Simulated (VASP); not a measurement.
Shape and ions are relaxed at each volume.

Energy against volume of CdSe (wurtzite). These are revPBE GGA, VASP's PBE PAW potentials (set 64) (plane waves; VASP) values and carry that method's errors.

```json
[
 {"V (Å³/atom)": "29.024", "E (eV/atom)": "-2.45611"},
 {"V (Å³/atom)": "29.951", "E (eV/atom)": "-2.46795"},
 {"V (Å³/atom)": "30.877", "E (eV/atom)": "-2.47149"},
 {"V (Å³/atom)": "31.803", "E (eV/atom)": "-2.46805"},
 {"V (Å³/atom)": "32.729", "E (eV/atom)": "-2.45873"}
]
```

### Question
Fit a third-order Birch-Murnaghan equation of state.

### Answer

```json
{
 "volume_per_atom": "30.86 Å³/atom",
 "bulk_modulus": "40.3 GPa",
 "pressure_derivative_of_the_bulk_modulus": "4.77"
}
```

Measured: bulk modulus 53.4 GPa (computed value off by -24.6 %), as given by Michael Grünwald et al., The Journal of Chemical Physics (2012), arXiv:1201.2992. The calculation is for a static lattice, while the measured bulk modulus holds thermal and zero-point effects, which are part of the difference.

The compound is CdSe in the wurtzite structure. It was relaxed first, which changed the volume by +10 %.
